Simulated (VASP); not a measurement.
Data:

```
CELL_PARAMETERS angstrom
      0.00000     2.43907     2.43907
      2.43907     0.00000     2.43907
      2.43907     2.43907     0.00000
ATOMIC_POSITIONS crystal
  Be 0.00000 0.00000 0.00000
  S  0.25000 0.25000 0.25000
```

The numbers are results of PBE GGA, VASP's PBE PAW potentials (set 64) (plane waves; VASP), not measurements. Settings: 500 eV cut-off, 9×9×9 Γ-centred mesh, Gaussian smearing of 0.050 eV, potentials Be S.

Task: What does the run give for the energy per atom (σ→0)?

Result: 
- energy per atom (σ→0) = -5.007 eV/atom

The compound is BeS in the zinc blende structure. It was relaxed first.
